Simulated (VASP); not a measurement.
Consider the following.

```
InP
1.0
    3.50801     0.00000     0.00000
   -1.75400     3.03802     0.00000
    0.00000     0.00000     6.22448
In P
2 2
Direct
  0.00000   0.00000   0.00000
  0.00000   0.00000   0.50000
  0.33333   0.66667   0.25000
  0.66667   0.33333   0.75000
```

These are PBEsol GGA, VASP's PBE PAW potentials (set 64) (plane waves; VASP) values and carry that method's errors. Settings: 500 eV cut-off, 10×10×5 Γ-centred mesh, first-order Methfessel-Paxton smearing of 0.10 eV, potentials In_d P.

Unless said otherwise, spin-orbit coupling is left out, though it shifts the bands of the heavy elements here.

Estimate the energy per atom (σ→0), pressure, band gap (on the k-mesh) with the smallest direct gap where there is one.

| Item | Result |
|---|---|
| band gap (on the k-mesh) | none (metal, semimetal or under 0.01 eV) |
| energy per atom (σ→0) | -4.021 eV/atom |
| pressure | 30.01 GPa |

The structure was generated: InP was put into the NiAs type type (P6_3/mmc), which need not be its known phase. It was relaxed first under an external pressure of 30 GPa.
